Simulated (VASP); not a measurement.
# Band edges against the vacuum: GaP(110), part 2 of 3

Aim: ionisation energy and electron affinity of GaP(110), from a slab and a bulk run lined up through core potentials.

VASP 6.6.1; r2SCAN; plane waves and PAW (Ga, P).

So far, gap on the k-mesh (eV): step 3 (band edges of the bulk) 1.90.

## Step 4: Surface relaxation

System of this step: GaP(110). The cell holds 18 atoms: 9 Ga and 9 P. Its edges and angles: a = 3.866 Å, b = 5.467 Å, c = 31.463 Å, α = 90.0°, β = 90.0°, γ = 90.0°. It derives from GaP. 9 layers, cut at this functional's lattice. Vacuum lies along c.

All atoms relax at the fixed cell.

Contents of INCAR:

```
SYSTEM = GaP
PREC = Normal
ENCUT = 320
EDIFF = 1E-05
NELM = 120
ISMEAR = 0
SIGMA = 0.03
LREAL = Auto
ALGO = Normal
METAGGA = R2SCAN
LASPH = .TRUE.
NBANDS = 54
LORBIT = 11
LWAVE = .FALSE.
LCHARG = .FALSE.
KPAR = 2
NCORE = 2
IBRION = 2
NSW = 60
ISIF = 2
EDIFFG = -0.03
POTIM = 0.4
MAXMIX = 40
IDIPOL = 3
LDIPOL = .TRUE.
DIPOL = 0.5 0.5 0.5
```

Contents of POSCAR:

```
GaP
1.0
    3.8657018855      0.0000000000      0.0000000000
    0.0000000000      5.4669280346      0.0000000000
    0.0000000000      0.0000000000     31.4628075421
Ga P
9 9
Direct
    0.0000000000      0.0000000000      0.2542684700
    0.5000000000      0.5000000000      0.3157013500
    0.0000000000      0.0000000000      0.3771342400
    0.5000000000      0.5000000000      0.4385671200
    0.0000000000      0.0000000000      0.5000000000
    0.5000000000      0.5000000000      0.5614328800
    0.0000000000      0.0000000000      0.6228657600
    0.5000000000      0.5000000000      0.6842986500
    0.0000000000      0.0000000000      0.7457315300
    0.0000000000      0.7500000000      0.3157013500
    0.5000000000      0.2500000000      0.2542684700
    0.0000000000      0.7500000000      0.4385671200
    0.5000000000      0.2500000000      0.3771342400
    0.0000000000      0.7500000000      0.5614328800
    0.5000000000      0.2500000000      0.5000000000
    0.0000000000      0.7500000000      0.6842986500
    0.5000000000      0.2500000000      0.6228657600
    0.5000000000      0.2500000000      0.7457315300
```

Contents of KPOINTS:

```
Automatic mesh
0
Gamma
6 5 1
0 0 0
```

PAW data sets: Ga and P (PBE family, release 64).

Started as:

```bash
$ mpirun -np 4 vasp_std
```

The log of the run:

```text
[banner, memory and clock lines left out]
running    4 mpi-ranks, on    1 nodes
 distrk:  each k-point on    2 cores,    2 groups
 distr:  one band on    2 cores,    1 groups

 POSCAR found type information on POSCAR GaP
 POSCAR found :  2 types and      18 ions
 [... a notice as in an earlier step ...]

 LDA part: xc-table for (None), standard interpolation
 POSCAR, INCAR and KPOINTS ok, starting setup
 FFT: planning ... GRIDC
 FFT: planning ... GRID_SOFT
 FFT: planning ... GRID
 WAVECAR not read
 entering main loop
       N       E                     dE             d eps       ncg     rms          rms(c)
DAV:   1     0.177015231430E+03    0.17702E+03   -0.19631E+04  1296   0.712E+02
DAV:   2    -0.166635089923E+03   -0.34365E+03   -0.33104E+03  1728   0.159E+02
DAV:   3    -0.199285139401E+03   -0.32650E+02   -0.32219E+02  1560   0.506E+01
DAV:   4    -0.200497630297E+03   -0.12125E+01   -0.12089E+01  1816   0.110E+01
DAV:   5    -0.200534739840E+03   -0.37110E-01   -0.37084E-01  1746   0.184E+00    0.161E+01
DAV:   6    -0.189184926075E+03    0.11350E+02   -0.43809E+00  1514   0.636E+00    0.112E+01
DAV:   7    -0.189167116065E+03    0.17810E-01   -0.39506E+00  1616   0.508E+00    0.226E+00
DAV:   8    -0.189059769566E+03    0.10735E+00   -0.73589E-01  1516   0.240E+00    0.135E+00
DAV:   9    -0.189068352411E+03   -0.85828E-02   -0.60114E-02  1528   0.773E-01    0.309E-01
DAV:  10    -0.189068767126E+03   -0.41471E-03   -0.35610E-03  1650   0.201E-01    0.201E-01
DAV:  11    -0.189072521399E+03   -0.37543E-02   -0.35432E-03  1500   0.179E-01    0.729E-02
DAV:  12    -0.189073704508E+03   -0.11831E-02   -0.41381E-04  1616   0.637E-02    0.544E-02
DAV:  13    -0.189075147377E+03   -0.14429E-02   -0.50031E-04  1562   0.665E-02    0.285E-02
DAV:  14    -0.189075917682E+03   -0.77030E-03   -0.20120E-04  1612   0.400E-02    0.340E-02
DAV:  15    -0.189076427685E+03   -0.51000E-03   -0.60597E-05  1506   0.222E-02    0.144E-02
DAV:  16    -0.189076792964E+03   -0.36528E-03   -0.94335E-05  1550   0.243E-02    0.731E-03
DAV:  17    -0.189076904725E+03   -0.11176E-03   -0.18898E-05  1306   0.139E-02    0.740E-03
DAV:  18    -0.189076995572E+03   -0.90847E-04   -0.22252E-05  1230   0.166E-02    0.252E-03
DAV:  19    -0.189077034214E+03   -0.38642E-04   -0.60328E-06  1226   0.904E-03    0.241E-03
DAV:  20    -0.189077085336E+03   -0.51122E-04   -0.55353E-06  1170   0.865E-03    0.195E-03
DAV:  21    -0.189077104796E+03   -0.19460E-04   -0.18343E-06  1164   0.546E-03    0.154E-03
DAV:  22    -0.189077120273E+03   -0.15476E-04   -0.13691E-06  1038   0.514E-03    0.111E-03
DAV:  23    -0.189077135461E+03   -0.15188E-04   -0.15258E-06  1172   0.498E-03    0.448E-04
DAV:  24    -0.189077136641E+03   -0.11802E-05   -0.21330E-07   904   0.219E-03
   1 F= -.18907714E+03 E0= -.18907714E+03  d E =-.189077E+03
 curvature:   0.00 expect dE= 0.000E+00 dE for cont linesearch  0.000E+00
 trial: gam= 0.00000 g(F)=  0.648E+00 g(S)=  0.000E+00 ort = 0.000E+00 (trialstep = 0.100E+01)
 search vector abs. value=  0.648E+00
 bond charge predicted
       N       E                     dE             d eps       ncg     rms          rms(c)
DAV:   1    -0.189564558294E+03   -0.48742E+00   -0.63231E+00  1438   0.705E+00    0.135E+00
DAV:   2    -0.189608563682E+03   -0.44005E-01   -0.42763E-01  1630   0.203E+00    0.787E-01
DAV:   3    -0.189607712607E+03    0.85108E-03   -0.20775E-02  1558   0.499E-01    0.420E-01
DAV:   4    -0.189608830517E+03   -0.11179E-02   -0.76427E-03  1480   0.284E-01    0.262E-01
DAV:   5    -0.189608973649E+03   -0.14313E-03   -0.14470E-03  1620   0.122E-01    0.334E-01
DAV:   6    -0.189609181684E+03   -0.20804E-03   -0.10810E-03  1436   0.123E-01    0.645E-02
DAV:   7    -0.189609321304E+03   -0.13962E-03   -0.38004E-04  1546   0.643E-02    0.258E-02
DAV:   8    -0.189609375613E+03   -0.54309E-04   -0.54622E-05  1468   0.268E-02    0.335E-02
DAV:   9    -0.189609386504E+03   -0.10891E-04   -0.19139E-05  1242   0.229E-02    0.638E-03
DAV:  10    -0.189609387115E+03   -0.61105E-06   -0.62482E-06  1040   0.104E-02
   2 F= -.18960939E+03 E0= -.18960939E+03  d E =-.532250E+00
[... from here on, the cycles between the ionic steps are left out ...]
   3 F= -.19000070E+03 E0= -.19000070E+03  d E =-.923559E+00
   4 F= -.19030438E+03 E0= -.19030438E+03  d E =-.303685E+00
   5 F= -.19047196E+03 E0= -.19047196E+03  d E =-.471264E+00
   6 F= -.19047350E+03 E0= -.19047350E+03  d E =-.472803E+00
   7 F= -.19052221E+03 E0= -.19052221E+03  d E =-.487083E-01
   8 F= -.19052335E+03 E0= -.19052335E+03  d E =-.498502E-01
   9 F= -.19054028E+03 E0= -.19054028E+03  d E =-.169344E-01
  10 F= -.19054662E+03 E0= -.19054662E+03  d E =-.232696E-01
  11 F= -.19055673E+03 E0= -.19055673E+03  d E =-.101147E-01
  12 F= -.19055743E+03 E0= -.19055743E+03  d E =-.108064E-01
  13 F= -.19056141E+03 E0= -.19056141E+03  d E =-.398059E-02
  14 F= -.19056151E+03 E0= -.19056151E+03  d E =-.408430E-02
  15 F= -.19056486E+03 E0= -.19056486E+03  d E =-.335525E-02
  16 F= -.19056544E+03 E0= -.19056544E+03  d E =-.393402E-02
  17 F= -.19056768E+03 E0= -.19056768E+03  d E =-.224012E-02
  18 F= -.19056802E+03 E0= -.19056802E+03  d E =-.257166E-02
  19 F= -.19056814E+03 E0= -.19056814E+03  d E =-.270049E-02
  20 F= -.19056886E+03 E0= -.19056886E+03  d E =-.713187E-03
 trial-energy change:   -0.000713  1 .order   -0.000677   -0.001522    0.000169
 step:   1.5985(harm=  1.5985)  dis= 0.00295  next Energy=  -190.568829 (dE=-0.685E-03)
 bond charge predicted
       N       E                     dE             d eps       ncg     rms          rms(c)
DAV:   1    -0.190568859406E+03   -0.12268E-04   -0.69168E-04  1452   0.802E-02    0.307E-02
DAV:   2    -0.190568869330E+03   -0.99236E-05   -0.52448E-05  1572   0.249E-02
  21 F= -.19056887E+03 E0= -.19056887E+03  d E =-.725409E-03
 curvature:  -1.66 expect dE=-0.447E-03 dE for cont linesearch -0.201E-06
 trial: gam= 0.22145 g(F)=  0.269E-03 g(S)=  0.000E+00 ort = 0.147E-04 (trialstep = 0.174E+01)
 search vector abs. value=  0.363E-03
 reached required accuracy - stopping structural energy minimisation
```

It took 12 min on 4 MPI ranks of AMD EPYC 9R45, shared host; peak memory 0.86 GiB.

Parts of OUTCAR (step 4):

```text
  LATTYP: Found a simple orthorhombic cell.
 ALAT       =     3.8657018855
 B/A-ratio  =     1.4142135624
 C/A-ratio  =     8.1389637572

 Subroutine GETGRP returns: Found  4 space group operations
 (whereof  4 operations were pure point group operations)

The static configuration has the point symmetry C_2v.

 Found     12 irreducible k-points:

   k-points           NKPTS =     12   k-points in BZ     NKDIM =     12   number of bands    NBANDS=     54

   dimension x,y,z NGX =    18 NGY =   24 NGZ =  140
   dimension x,y,z NGXF=    36 NGYF=   48 NGZF=  280

   ENCUT  =  320.0 eV  23.52 Ry    4.85 a.u.   5.64  7.97 45.89*2*pi/ulx,y,z

   NELECT =      72.0000    total number of electrons

 dipolmoment           0.000000      0.000000     -0.000000 electrons x Angstroem

 E-fermi :  -0.6642

 k-point     1 :       0.0000    0.0000    0.0000
  band No.  band energies     occupation
    ...
     32      -1.1567      2.00000
     33      -1.0577      2.00000
     34      -0.9720      2.00000
     35      -0.9264      2.00000
     36      -0.8248      2.00000
     37       1.2293      0.00000
     38       1.3867      0.00000
     39       1.3962      0.00000
     40       1.7001      0.00000
     41       1.7635      0.00000
    ...

 k-point     2 :       0.1667    0.0000    0.0000
  band No.  band energies     occupation
    ...
     32      -2.0687      2.00000
     33      -1.7768      2.00000
     34      -1.6828      2.00000
     35      -1.3843      2.00000
     36      -1.1577      2.00000
     37       1.5531      0.00000
     38       1.8633      0.00000
     39       2.1953      0.00000
     40       2.3283      0.00000
     41       2.4991      0.00000
    ...

  Total       -2.6782237     -1.3216761     -0.6857866      0.0000000      0.0000000      0.0000000
  in kB       -6.4533949     -3.1846846     -1.6524579      0.0000000      0.0000000      0.0000000
  external PRESSURE =      -3.7635124 kB  Pullay stress =       0.0000000 kB

  energy-cutoff  :      320.00
  volume of cell :      664.92
      direct lattice vectors                 reciprocal lattice vectors
     3.865701886  0.000000000  0.000000000     0.258685235  0.000000000  0.000000000
     0.000000000  5.466928035  0.000000000     0.000000000  0.182918084  0.000000000
     0.000000000  0.000000000 31.462807542     0.000000000  0.000000000  0.031783559

 POSITION                                       TOTAL-FORCE (eV/Angst)
 -----------------------------------------------------------------------------------
      0.00000      0.32016      8.41117         0.000000      0.015392     -0.022307
      1.93285      2.65757      9.83946         0.000000      0.023621      0.014937
      0.00000      5.41409     11.88318        -0.000000      0.001469      0.002944
      1.93285      2.67572     13.78223         0.000000     -0.011966      0.009085
      0.00000      5.41944     15.73140         0.000000     -0.008975      0.000000
      1.93285      2.67572     17.68058         0.000000     -0.011966     -0.009085
      0.00000      5.41409     19.57963         0.000000      0.001469     -0.002944
      1.93285      2.65757     21.62335        -0.000000      0.023621     -0.014937
      0.00000      0.32016     23.05163         0.000000      0.015392      0.022307
      0.00000      4.02941      9.93877         0.000000     -0.000551     -0.008153
      1.93285      1.45010      7.79007         0.000000     -0.010664      0.021684
      0.00000      4.04314     13.80417         0.000000      0.001561      0.000592
      1.93285      1.32541     11.83738         0.000000     -0.026848     -0.003518
      0.00000      4.04314     17.65864         0.000000      0.001561     -0.000592
      1.93285      1.31842     15.73140         0.000000      0.024946      0.000000
      0.00000      4.02941     21.52404         0.000000     -0.000551      0.008153
      1.93285      1.32541     19.62543         0.000000     -0.026848      0.003518
      1.93285      1.45010     23.67273         0.000000     -0.010664     -0.021684
 -----------------------------------------------------------------------------------
    total drift:                               -0.000000      0.167494      0.000001

  FREE ENERGIE OF THE ION-ELECTRON SYSTEM (eV)
  ---------------------------------------------------
  free  energy   TOTEN  =      -190.5688693301 eV

  energy  without entropy=     -190.5688693301  energy(sigma->0) =     -190.56886933

 vacuum level on the upper side and lower side of the slab         4.706         4.706

 total charge
# of ion       s       p       d       tot
------------------------------------------
    1        1.133   1.127   0.144   2.404
    2        1.062   1.265   0.177   2.505
    3        1.066   1.286   0.175   2.527
    4        1.066   1.291   0.177   2.534
    5        1.066   1.296   0.178   2.540
    6        1.066   1.291   0.177   2.534
    7        1.066   1.286   0.175   2.527
    8        1.062   1.265   0.177   2.505
    9        1.133   1.127   0.144   2.404
   10        1.015   1.535   0.000   2.550
   11        1.055   1.451   0.000   2.506
   12        1.011   1.539   0.000   2.550
   13        1.013   1.531   0.000   2.543
   14        1.011   1.539   0.000   2.550
   15        1.011   1.536   0.000   2.548
   16        1.015   1.535   0.000   2.550
   17        1.013   1.531   0.000   2.543
   18        1.055   1.451   0.000   2.506
--------------------------------------------------
tot         18.923  24.880   1.525  45.328

[... 1 part as in an earlier step ...]

[... 7 further parts left out ...]
```

CONTCAR:

```
GaP
   1.00000000000000
     3.8657018855000000    0.0000000000000000    0.0000000000000000
     0.0000000000000000    5.4669280346000004    0.0000000000000000
     0.0000000000000000    0.0000000000000000   31.4628075420999984
  Ga              P
     9     9
Direct
     0.0000000000000000    0.0585628796563666    0.2673370222477188
     0.5000000000000000    0.4861181242162038    0.3127330714634036
     0.0000000000000000    0.9903348066174517    0.3776898176508111
     0.5000000000000000    0.4894369657141622    0.4380483192420788
     0.0000000000000000    0.9913144723204913    0.5000000000000000
     0.5000000000000000    0.4894369657141622    0.5619516807579211
     0.0000000000000000    0.9903348066174517    0.6223101823491890
     0.5000000000000000    0.4861181242162038    0.6872669285365964
     0.0000000000000000    0.0585628796563666    0.7326629777522811
     0.0000000000000000    0.7370527021035362    0.3158893278839032
     0.5000000000000000    0.2652499988541307    0.2475962844965621
     0.0000000000000000    0.7395639188701043    0.4387456293540140
     0.5000000000000000    0.2424421664290608    0.3762339280694145
     0.0000000000000000    0.7395639188701043    0.5612543706459862
     0.5000000000000000    0.2411624027574762    0.5000000000000000
     0.0000000000000000    0.7370527021035362    0.6841106721160968
     0.5000000000000000    0.2424421664290608    0.6237660719305855
     0.5000000000000000    0.2652499988541307    0.7524037155034379
```

The run keeps the 4 symmetry operations of its start, so it cannot find a distortion of lower symmetry.

Relaxation path:

| step | energy less that of the first step (eV) | largest force (eV/Å) |
| --- | --- | --- |
| 1 | 0.0000 | 2.1909 |
| 2 | -0.5323 | 1.6327 |
| 3 | -0.9236 | 0.9776 |
| 4 | -1.2272 | 0.6837 |
| 5 | -1.3948 | 0.4766 |
| 6 | -1.3964 | 0.5354 |
| 7 | -1.4451 | 0.2289 |
| 8 | -1.4462 | 0.2049 |
| 9 | -1.4631 | 0.1743 |
| 10 | -1.4695 | 0.1400 |
| 11 | -1.4796 | 0.0932 |
| 12 | -1.4803 | 0.1140 |
| 13 | -1.4843 | 0.0913 |
| 14 | -1.4844 | 0.0989 |
| 15 | -1.4877 | 0.0820 |
| 16 | -1.4883 | 0.1182 |
| 17 | -1.4905 | 0.0625 |
| 18 | -1.4909 | 0.0493 |
| 19 | -1.4910 | 0.0561 |
| 20 | -1.4917 | 0.0332 |
| 21 | -1.4917 | 0.0279 |

The atoms that moved most (Å):

```
atom     dx      dy      dz  length
 Ga9  0.000   0.320  -0.411   0.521
 Ga1  0.000   0.320   0.411   0.521
 P11  0.000   0.083  -0.210   0.226
 P18  0.000   0.083   0.210   0.226
 Ga8  0.000  -0.076   0.093   0.120
 Ga2  0.000  -0.076  -0.093   0.120
 P10  0.000  -0.071   0.006   0.071
 P16  0.000  -0.071  -0.006   0.071
```

The relaxed structure:

```cif
data_structure
_symmetry_space_group_name_H-M 'P 1'
_symmetry_Int_Tables_number 1
_cell_length_a 3.8657
_cell_length_b 5.4669
_cell_length_c 31.4628
_cell_angle_alpha 90.000
_cell_angle_beta 90.000
_cell_angle_gamma 90.000
_cell_volume 664.92
loop_
_atom_site_label
_atom_site_type_symbol
_atom_site_fract_x
_atom_site_fract_y
_atom_site_fract_z
_atom_site_occupancy
Ga1 Ga 0.00000 0.05856 0.26734 1
Ga2 Ga 0.50000 0.48612 0.31273 1
Ga3 Ga 0.00000 0.99033 0.37769 1
Ga4 Ga 0.50000 0.48944 0.43805 1
Ga5 Ga 0.00000 0.99131 0.50000 1
Ga6 Ga 0.50000 0.48944 0.56195 1
Ga7 Ga 0.00000 0.99033 0.62231 1
Ga8 Ga 0.50000 0.48612 0.68727 1
Ga9 Ga 0.00000 0.05856 0.73266 1
P10 P 0.00000 0.73705 0.31589 1
P11 P 0.50000 0.26525 0.24760 1
P12 P 0.00000 0.73956 0.43875 1
P13 P 0.50000 0.24244 0.37623 1
P14 P 0.00000 0.73956 0.56125 1
P15 P 0.50000 0.24116 0.50000 1
P16 P 0.00000 0.73705 0.68411 1
P17 P 0.50000 0.24244 0.62377 1
P18 P 0.50000 0.26525 0.75240 1
```

Numbers from this step:

```yaml
electronic_cycles: 147
electrons: 72
free_energy_toten: -190.5689 eV
fermi_energy: -0.6642 eV
dipole_moment: 0, 0, 0 e·Å
gap_on_the_k_mesh: 1.379 eV
least_direct_gap_on_the_k_mesh: 2.054 eV
```

The run ended after 21 ionic steps, 1.492 eV below its first step, once the forces on the free atoms met EDIFFG = -0.03.

(Continued in part 3 of 3.)

[Lines on the potential files, build, host, timing and source positions are cut from VASP's logs without a mark.]

[Logs are printed without paths, hosts, clocks, repeated set-up lines and the standing remarks that a program may print on its own settings, such as how far it seeks lower states.]

[Hosts, paths, dates, database ids (printed as entryN), source tags and the programs' standing remarks are cut or masked in the printed files.]

[Runs that stopped without an error message from VASP are left out.]
